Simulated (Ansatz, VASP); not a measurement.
## Cross-check of ZnPt between VASP and Ansatz

Aim: how closely do two programs agree when they are given the same cell, functional and k mesh? The cell is taken from a series of runs on this material, whose earlier steps may have relaxed, scaled, displaced or heated it; both programs get it as it stands.

Method: plane waves, with VASP 6.6.1 beside it; relaxation of cell and atoms at PBEsol, in Ansatz 0.2.0.

## (1) The structure

It takes space group P4/mmm (No. 123, tetragonal). Conventional cell: a = 2.836 Å, b = 2.836 Å, c = 3.471 Å, α = 90.00°, β = 90.00°, γ = 90.00°. Nearest to Zn lie 8 Pt at 2.65 Å and 4 Zn at 2.84 Å. Nearest to Pt lie 8 Zn at 2.65 Å and 4 Pt at 2.84 Å. Farther neighbours are not listed.

## (2) Ansatz: relaxation of cell and atoms, PBEsol

Ansatz runs on its default PAW (the set named soft_2) files.

The relaxed volume is the usual yardstick between codes: in a stiff, nearly cubic crystal its relative difference is about their pressure difference at one cell divided by the bulk modulus.

The input, input.yaml:

```yaml
crystal:
  lattice:
    - [2.8355684028, 0.0, 0.0]
    - [0.0, 2.8355684028, 0.0]
    - [0.0, 0.0, 3.4708876201]
  atoms:
    - { symbol: Zn, position: [0.5, 0.5, 0.5] }
    - { symbol: Pt, position: [0.0, 0.0, 0.0] }
kpoints:
  mp_grid: { grid: [12, 12, 12] }
hamiltonian:
  xc: pbesol
scf:
  occupations: { method: methfessel_paxton, width: 0.15 }
output:
  forces: true
  stress: true
  eigenvalues: true
relax:
  adjacent_minimum: "off"
  f_tol: 0.001
  max_steps: 60
  cell: { stress_tol: 0.01 }
```

Started as:

```
$ ansatz run input.yaml --threads 2 --pin off --max-ram 5120MiB --backend cpu --events-out ev --progress --plain --runs-dir out
```

Numbers of over 12 decimals in the logs are rounded to 6 here.

The log of the run:

```text
Engine: ansatz 0.2.0, x86_64-unknown-linux-gnu
Pseudopotentials: kind: paw
Pseudopotential: Zn, paw, valence charge 12, recommended cutoff 420 eV (normal), Zn.paw.azcp
Pseudopotential: Pt, paw, valence charge 18, recommended cutoff 420 eV (normal), Pt.paw.azcp
Functional definition: PBEsol
  exchange = pbesol_x
  correlation = pbesol_c
Crystal: 2 atoms, lattice volume = 27.907 Å³
Basis set: ecut = 420 eV, 543 PW (Γ), exchange–correlation on 40×40×48 points (8 copies of the dense FFT grid, shifted against one another)
Bands: 19, of which v1, the nominal top of the filled ones, is band 15 counted from 1 (14 counted from 0)
Symmetry: 16 space group operations
Space group: P4/mmm (ITA 123), of the structure as read, at distance tolerance 3.0e-5 Å
k-points: 196 of 1728
Non-local potential: Zn, projectors of the file, l = 0: 2, l = 1: 2, l = 2: 3, l = 3: 1
Non-local potential: Pt, projectors of the file, l = 0: 3, l = 1: 2, l = 2: 2, l = 3: 1
PAW form: soft (Blöchl's): semilocal exchange-correlation on the pseudo side does not see the compensation charge
PAW frozen core: Zn, regenerated for the run's functional, and the local potential with it (the file was generated under x = pbe(κ = 0.804, μ = 0.219515), c = pbe(β = 0.066725))
PAW frozen core: Pt, regenerated for the run's functional, and the local potential with it (the file was generated under x = pbe(κ = 0.804, μ = 0.219515), c = pbe(β = 0.066725))
PAW one-centre angular grid: Zn, 590 points (default); XC on 64 Gauss nodes
PAW one-centre angular grid: Pt, 590 points (default); XC on 64 Gauss nodes
Initial density: superposition of atomic densities (neutral atoms: chi_scale 0, normalization atom), corrected by the library's trained network
Initial wavefunctions: pseudopotential atomic-orbital guess
Functional: x = pbesol(κ = 0.804, μ = 0.123457), c = pbesol(β = 0.046)
SCF iter   1: F=—  HF=-15665.870917 eV  |F-HF|=—  |Δ(HF+E_count)|=         —  Δρ=8.66e-3  dr2=2.16e-2  ethr=1.77e-3  ⟨swp⟩=4.9  Hψ=15702  notcnv=0
preconditioner: auto → none  [metal: Δε(μ)=0.034 eV  Ē_g=11.887 eV  σ=0.150 eV  W_gap=0.19  n_scr=6 (ndim 8)  ℏωp=33.0 eV  f_vac=0.000  D(μ)=0.52/eV (n_scr^D=2)  sad-step TF]
SCF iter   2: F=—  HF=-15665.868353 eV  |F-HF|=—  |Δ(HF+E_count)|=   2.56e-3  S|Δr|=    0.00e0  Δρ=4.90e-3  dr2=9.46e-3  ethr=7.19e-5  ⟨swp⟩=1.7  Hψ=6587  notcnv=0
SCF iter   3: F=—  HF=-15665.866522 eV  |F-HF|=—  |Δ(HF+E_count)|=   1.83e-3  S|Δr|=    0.00e0  Δρ=2.50e-3  dr2=1.07e-3  ethr=3.15e-5  ⟨swp⟩=2.3  Hψ=5376  notcnv=0
SCF iter   4: F=—  HF=-15665.865982 eV  |F-HF|=—  |Δ(HF+E_count)|=   5.40e-4  S|Δr|=    0.00e0  Δρ=3.10e-4  dr2=1.44e-5  ethr=3.58e-6  ⟨swp⟩=2.0  Hψ=5558  notcnv=0
SCF iter   5: F=—  HF=-15665.865965 eV  |F-HF|=—  |Δ(HF+E_count)|=   1.66e-5  S|Δr|=    0.00e0  Δρ=5.81e-5  dr2=4.79e-7  ethr=4.80e-8  ⟨swp⟩=2.6  Hψ=6569  notcnv=0
SCF iter   6: F=-15665.865965 eV  HF=-15665.865965 eV  |F-HF|=7.41e-9  |Δ(HF+E_count)|=   1.44e-7  S|Δr|=    0.00e0  Δρ=1.06e-5  dr2=1.61e-8  ethr=3.33e-10  ⟨swp⟩=5.2  Hψ=16203  notcnv=0
SCF 1 converged in 6 iterations: F = -15665.865965 eV  dr2 = 1.61e-8
  greatest PAW one-centre occupation: 1.000 electrons in one spin orbital (limit 2), on the Pt atom at site 1 (counted from 0), in its partial waves of l = 0
relax step   1: F+E_penalty+E_count = -15665.86596528 eV  Δ(F+E_penalty+E_count) = +0.000e0 eV  max|allowed force component| = 3.155e-30 eV/Å  Δτ_max = 0.0000 Å  P = +0.010 GPa  Ω = 27.907 Å³  (6 SCF iters, dr2 threshold 1.00e-7 eV, accepted)
[...]
relax step   2: F+E_penalty+E_count = -15665.86606016 eV  Δ(F+E_penalty+E_count) = -9.488e-5 eV  max|allowed force component| = 1.262e-29 eV/Å  Δτ_max = 0.0000 Å  P = -0.076 GPa  Ω = 27.914 Å³  energy of the carried Pulay correction = -7.016e-6 eV  (3 SCF iters, dr2 threshold 1.84e-7 eV, accepted)
[...]
relax step   3: F+E_penalty+E_count = -15665.86608385 eV  Δ(F+E_penalty+E_count) = -2.369e-5 eV  max|allowed force component| = 8.480e-30 eV/Å  Δτ_max = 0.0000 Å  P = +0.166 GPa  Ω = 27.879 Å³  energy of the carried Pulay correction = +1.752e-5 eV  (4 SCF iters, dr2 threshold 5.94e-8 eV, rejected (line search))
[...]
relax step   4: F+E_penalty+E_count = -15665.86607862 eV  Δ(F+E_penalty+E_count) = -1.846e-5 eV  max|allowed force component| = 1.341e-29 eV/Å  Δτ_max = 0.0000 Å  P = -0.008 GPa  Ω = 27.903 Å³  energy of the carried Pulay correction = +1.333e-7 eV  (7 SCF iters, accepted)
[...]
relax step   5: F+E_penalty+E_count = -15665.86608017 eV  Δ(F+E_penalty+E_count) = -1.548e-6 eV  max|allowed force component| = 1.262e-29 eV/Å  Δτ_max = 0.0000 Å  P = +0.000 GPa  Ω = 27.902 Å³  energy of the carried Pulay correction = +1.024e-6 eV  (3 SCF iters, dr2 threshold 2.07e-9 eV, accepted)
[...]
relax step   6: F+E_penalty+E_count = -15665.86607307 eV  Δ(F+E_penalty+E_count) = +7.096e-6 eV  max|allowed force component| = 8.283e-30 eV/Å  Δτ_max = 0.0000 Å  P = +0.001 GPa  Ω = 27.902 Å³  stress off target by 1.08e-3 GPa  SCF on the basis re-selected at this cell (its energy is not comparable with the rows above)  (5 SCF iters)
basis re-selected at this cell: Δ(F+E_penalty+E_count) = +7.096e-6 eV, ΔP = +0.000 GPa vs the last step (what re-selecting the basis moved, of the pressure what is left beyond the Pulay correction that the steps carried, after the strain that the cell walked since its last selection, with what the two solves' SCF thresholds leave and, on support functions, any second-order correction that the steps lacked; it is no m [...]
SCF converged after 5 iterations
Stability not checked: this state was not tested for a lower state beside it, because cold or Methfessel-Paxton smearing, or corrected tetrahedra, fill the levels in a way that the test cannot read (fill_not_monotonic; see scf.lower_state_search)
Free energy (F): -15665.866073 eV
Harris-Foulkes:  -15665.866073 eV  (|F-HF|=1.82e-12)
Internal energy: -15665.866394 eV  (E = F + TS)
E sigma→0 (E₀):  -15665.866153 eV
Entropy (-TS):   0.000321 eV (0.160 meV/atom)
Fermi energy:    18.480856 eV
--- Per-component energies (eV) ---
  E_band       = -72.454670
  E_kinetic    = 772.006890
  E_local      = -2943.728809  (includes V_loc(G=0)·N_el)
  E_nonlocal   = 816.662885
  E_hartree    = 1162.471425
  E_xc         = -397.857866
  E_vxc        = -357.349321  (∫ρ·V_xc dr)
  E_paw        = -11105.965254  (= ΣΔE_a)
  E_vpaw       = -684.988999  (= ΣTr[D̂ρ^β])
  E_aug_tail   = -0.000157  (compensation charges beyond the density's cutoff)
  E_ewald      = -3970.539843
  E_core_change = 1.084336  (= ΣΔE_core)
  E_smearing   = 0.000321  (= −TS)
  E_closure    = 0.000000  (closes the sum)
  Σ components = -15665.866073   (vs F -15665.866073, Δ=0.00e0)
--- Forces (eV/Å), atoms counted from 1 ---
  atom   1  Zn     0.00000000     0.00000000     0.00000000
  atom   2  Pt     0.00000000    -0.00000000     0.00000000
  max |Σ_I F_I| component: 1.50e-29 eV/Å
--- Stress (GPa, compression-positive) ---
        0.001079       0.000000       0.000000
        0.000000       0.001079       0.000000
        0.000000       0.000000      -0.000578
  P = ⅓ Tr σ = 0.0005 GPa (0.005 kbar)
--- Band table (eV; the first three rows and the last of 196) ---
  k-point 0: bands = [... 11 lower, 14.4395, 16.9720, 16.9720, 17.5436, 20.9946, 26.8748, 26.8748, 27.8074]
  k-point 1: bands = [... 11 lower, 14.4038, 16.8976, 16.8976, 17.5380, 20.4650, 27.0846, 27.0846, 28.5121]
  k-point 2: bands = [... 11 lower, 14.2791, 16.7018, 16.7018, 17.5230, 19.3227, 27.6855, 27.6855, 30.1865]
  k-point 195: bands = [... 11 lower, 13.1894, 17.2157, 18.7146, 21.2982, 23.6897, 23.6897, 24.0417, 25.7002]
--- Relaxed structure (5 steps of the walk, 4 accepted, 1 SCFs on fresh bases) ---
  F+E_penalty+E_count = -15665.86607307 eV   max|allowed force component| = 8.283e-30 eV/Å   (the final SCF, on the basis selected at the relaxed cell)
  cell:  # Å, volume = 27.9019 Å³
    - [2.839701, 0, 0.0]
    - [0, 2.839701, 0.0]
    - [0.0, 0.0, 3.460105]
  atoms:
    - { symbol: Zn, position: [0.5, 0.5, 0.5] }
    - { symbol: Pt, position: [0, 0, 0.0] }
```

Reading the cycles: dr2 is the Hartree energy of the density residual (eV), the measure of convergence; HF is the Harris–Foulkes estimate of the energy, which meets the free energy F at convergence.

## (3) VASP: relaxation of cell and atoms, PBEsol

The same cell, functional, mesh and smearing now go to VASP, with its own data sets.

Lines of VASP's logs that name or quote its potential files are left out, and so is its time.

The input, INCAR:

```
SYSTEM = ZnPt
PREC = Accurate
ENCUT = 500
EDIFF = 1E-07
NELM = 120
ISMEAR = 1
SIGMA = 0.15
LREAL = .FALSE.
ALGO = Normal
GGA = PS
NBANDS = 17
LASPH = .TRUE.
LORBIT = 11
LWAVE = .FALSE.
LCHARG = .FALSE.
ISIF = 3
IBRION = 2
NSW = 80
EDIFFG = -0.005
GGA_COMPAT = .FALSE.
NELMIN = 4
```

The input, POSCAR:

```
ZnPt
1.0
    2.8355680000      0.0000000000      0.0000000000
    0.0000000000      2.8355680000      0.0000000000
    0.0000000000      0.0000000000      3.4708880000
Zn Pt
1 1
Direct
    0.5000000000      0.5000000000      0.5000000000
    0.0000000000      0.0000000000      0.0000000000
```

The input, KPOINTS:

```
Automatic mesh
0
Gamma
12 12 12
0 0 0
```

PAW data sets: Zn and Pt (PBE family, release 64).

Started as:

```
$ mpirun -np 1 vasp_std
```

The log of the run:

```text
[banner, memory and clock lines left out]
running    1 mpi-ranks, on    1 nodes
 distrk:  each k-point on    1 cores,    1 groups
 distr:  one band on    1 cores,    1 groups

 POSCAR found type information on POSCAR ZnPt
 POSCAR found :  2 types and       2 ions
|                                                                             |
|               ----> ADVICE to this user running VASP <----                  |
|                                                                             |
|     You enforced a specific xc type in the INCAR file but a different       |
|     [... a line on the potential file left out ...]
|     I HOPE YOU KNOW WHAT YOU ARE DOING!                                     |
|                                                                             |

 LDA part: xc-table for (Slater+PW92), standard interpolation
 POSCAR, INCAR and KPOINTS ok, starting setup
 FFT: planning ... GRIDC
 FFT: planning ... GRID_SOFT
 FFT: planning ... GRID
 WAVECAR not read
 entering main loop
       N       E                     dE             d eps       ncg     rms          rms(c)
DAV:   1     0.111886159101E+03    0.11189E+03   -0.11008E+04  6928   0.171E+03
DAV:   2    -0.555302783228E+01   -0.11744E+03   -0.11217E+03  6858   0.303E+02
DAV:   3    -0.101145815810E+02   -0.45616E+01   -0.45237E+01  7585   0.647E+01
DAV:   4    -0.101547549276E+02   -0.40173E-01   -0.40156E-01  7713   0.519E+00
DAV:   5    -0.101552352802E+02   -0.48035E-03   -0.48034E-03  7639   0.615E-01    0.111E+01
DAV:   6    -0.972640189951E+01    0.42883E+00   -0.11048E+00  7442   0.208E+01    0.575E+00
DAV:   7    -0.968553072522E+01    0.40871E-01   -0.54631E-02  9383   0.285E+00    0.243E+00
DAV:   8    -0.967599059154E+01    0.95401E-02   -0.81732E-03  8443   0.110E+00    0.139E-01
DAV:   9    -0.967593937410E+01    0.51217E-04   -0.55504E-04  8431   0.279E-01    0.476E-02
DAV:  10    -0.967593550402E+01    0.38701E-05   -0.52549E-05  8297   0.103E-01    0.946E-03
DAV:  11    -0.967593579681E+01   -0.29279E-06   -0.15613E-06  7152   0.116E-02    0.412E-03
DAV:  12    -0.967593588619E+01   -0.89382E-07   -0.17754E-07  4910   0.433E-03
   1 F= -.96759359E+01 E0= -.96760052E+01  d E =-.967594E+01
[...]
2 F= -.96757845E+01 E0= -.96758707E+01  d E =0.151417E-03
[...]
3 F= -.96760454E+01 E0= -.96761217E+01  d E =-.109514E-03
[...]
4 F= -.96760454E+01 E0= -.96761218E+01  d E =-.109464E-03
[...]
5 F= -.96760452E+01 E0= -.96761218E+01  d E =-.109358E-03
[...]
6 F= -.96760572E+01 E0= -.96761411E+01  d E =-.119677E-04
 trial-energy change:   -0.000012  1 .order   -0.000012   -0.000014   -0.000009
 step:   2.5100(harm=  2.5100)  dis= 0.00000  next Energy=    -9.676065 (dE=-0.200E-04)
 bond charge predicted
       N       E                     dE             d eps       ncg     rms          rms(c)
DAV:   1    -0.967619381172E+01   -0.13658E-03   -0.53666E-03  7062   0.586E-01    0.749E-02
DAV:   2    -0.967610604326E+01    0.87768E-04   -0.84388E-05  7442   0.124E-01    0.430E-02
DAV:   3    -0.967606766184E+01    0.38381E-04   -0.28275E-05  8300   0.744E-02    0.101E-02
DAV:   4    -0.967606631828E+01    0.13436E-05   -0.32709E-06  9043   0.235E-02    0.325E-03
DAV:   5    -0.967606626327E+01    0.55014E-07   -0.19191E-07  5495   0.689E-03
   7 F= -.96760663E+01 E0= -.96761623E+01  d E =-.210192E-04
 curvature:  -1.31 expect dE=-0.315E-07 dE for cont linesearch -0.526E-09
 trial: gam=-0.00261 g(F)=  0.000E+00 g(S)=  0.241E-07 ort =-0.818E-07 (trialstep = 0.121E+01)
 search vector abs. value=  0.248E-07
 reached required accuracy - stopping structural energy minimisation
```

Parts of OUTCAR (step 3):

```text
ion  position               nearest neighbor table
   1  0.500  0.500  0.500-   2 2.65   2 2.65   2 2.65   2 2.65   2 2.65   2 2.65   2 2.65   2 2.65

  LATTYP: Found a simple tetragonal cell.
 ALAT       =     2.8355680000
 C/A-ratio  =     1.2240538756

 Subroutine GETGRP returns: Found 16 space group operations
 (whereof 16 operations were pure point group operations)

The static configuration has the point symmetry D_4h.

 Found    196 irreducible k-points:

   k-points           NKPTS =    196   k-points in BZ     NKDIM =    196   number of bands    NBANDS=     17

   dimension x,y,z NGX =    24 NGY =   24 NGZ =   28
   dimension x,y,z NGXF=    48 NGYF=   48 NGZF=   56

   ENCUT  =  500.0 eV  36.75 Ry    6.06 a.u.   5.17  5.17  6.33*2*pi/ulx,y,z

   NELECT =      22.0000    total number of electrons

 k-points in reciprocal lattice and weights: Automatic mesh
   0.00000000  0.00000000  0.00000000       0.001
   0.08333333  0.00000000  0.00000000       0.002
   0.16666667  0.00000000  0.00000000       0.002
   0.25000000  0.00000000  0.00000000       0.002
   0.33333333  0.00000000  0.00000000       0.002
   0.41666667  0.00000000  0.00000000       0.002
   0.50000000  0.00000000  0.00000000       0.001
   0.08333333  0.08333333  0.00000000       0.002
   0.16666667  0.08333333  0.00000000       0.005
[...]
0.50000000  0.41666667  0.50000000       0.002
   0.50000000  0.50000000  0.50000000       0.001

 average (electrostatic) potential at core
       1 -31.5053       2 -66.1478

 E-fermi :   7.5645

 k-point     1 :       0.0000    0.0000    0.0000
  band No.  band energies     occupation
    ...
      7       2.8838      2.00000
      8       3.5376      2.00000
      9       6.0680      2.00000
     10       6.0680      2.00000
     11       6.6472      2.00000
     12      10.0584     -0.00000
     13      16.0111      0.00000
     14      16.0111      0.00000
     15      16.8333      0.00000
     16      22.9456      0.00000
    ...

 k-point     2 :       0.0833    0.0000    0.0000
  band No.  band energies     occupation
    ...
      7       2.9462      2.00000
      8       3.5663      2.00000
      9       5.7247      2.00000
     10       6.0607      2.00000
     11       6.4967      2.00000
     12      10.5392     -0.00000
     13      14.7786      0.00000
     14      16.3023      0.00000
     15      17.1499      0.00000
     16      22.8758      0.00000
    ...

 k-point     3 :       0.1667    0.0000    0.0000
  band No.  band energies     occupation
    ...
      7       3.0673      2.00000
      8       3.6978      2.00000
      9       5.0105      2.00000
     10       6.0404      2.00000
     11       6.1163      2.00000
     12      11.6702      0.00000
     13      12.7942      0.00000
     14      17.1099      0.00000
     15      17.2437      0.00000
     16      22.2341      0.00000
    ...

  Total       -0.0006467     -0.0006467     -0.0004047      0.0000000     -0.0000000      0.0000000
  in kB       -0.0370424     -0.0370424     -0.0231804      0.0000000     -0.0000000      0.0000000
  external PRESSURE =      -0.0324217 kB  Pullay stress =       0.0000000 kB

  energy-cutoff  :      500.00
  volume of cell :       27.97
      direct lattice vectors                 reciprocal lattice vectors
     2.840020322  0.000000000  0.000000000     0.352110156  0.000000000  0.000000000
     0.000000000  2.840020322 -0.000000000     0.000000000  0.352110156  0.000000000
     0.000000000  0.000000000  3.468095199     0.000000000  0.000000000  0.288342719

 POSITION                                       TOTAL-FORCE (eV/Angst)
 -----------------------------------------------------------------------------------
      1.42001      1.42001      1.73405         0.000000      0.000000      0.000000
      0.00000      0.00000      0.00000         0.000000      0.000000      0.000000
 -----------------------------------------------------------------------------------
    total drift:                                0.000000      0.000000     -0.000000

  FREE ENERGIE OF THE ION-ELECTRON SYSTEM (eV)
  ---------------------------------------------------
  free  energy   TOTEN  =        -9.6760662633 eV

  energy  without entropy=       -9.6763542576  energy(sigma->0) =       -9.67616226

 reached required accuracy - stopping structural energy minimisation

 total charge
# of ion       s       p       d       tot
------------------------------------------
    1        0.553   0.529   9.789  10.872
    2        0.645   0.559   8.171   9.375
--------------------------------------------------
tot          1.199   1.087  17.961  20.247

[... 3 further parts left out ...]
```

## (4) Differences

Known differences besides the potentials themselves: the data sets hold 30 valence electrons in Ansatz (on its default PAW (the set named soft_2) files) and 22 in VASP; the cutoff is 420 eV in Ansatz and 500 eV in VASP; Ansatz makes its cores anew for this functional, VASP keeps those of its PBE data sets; Ansatz adds a Pulay correction to the stress that steers its cell, VASP none. Total energies have different zeros and are not compared.

Compared:

| quantity | Ansatz | VASP | difference |
| --- | --- | --- | --- |
| volume (Å³) | 27.90 | 27.97 | -0.25 % |
| edge a after relaxation, in the typed setting (Å) | 2.840 | 2.840 | -0.01 % |
| edge c after relaxation, in the typed setting (Å) | 3.460 | 3.468 | -0.23 % |

## (5) What came out

| Property | Result |
| --- | --- |
| difference in volume (relaxation of cell and atoms, PBEsol) | -0.25 % |

In words: The difference in volume is -0.25 % (relaxation of cell and atoms, PBEsol), within the 1.2 % picked in this series as the mark of a large difference, as far as the stopping tolerances let one tell. The data sets hold unlike numbers of valence electrons (30 in Ansatz and 22 in VASP), so part of the differences comes from the potentials. Such differences can come from data sets, numerical settings and the points named under the comparisons, not from the functional's error against experiment.

[Lines on the potential files, build, host, timing and source positions are cut from VASP's logs without a mark.]

[Logs are printed without paths, hosts, clocks, repeated set-up lines and the standing remarks that a program may print on its own settings, such as how far it seeks lower states.]

[Hosts, paths, dates, database ids (printed as entryN), source tags and the programs' standing remarks are cut or masked in the printed files.]
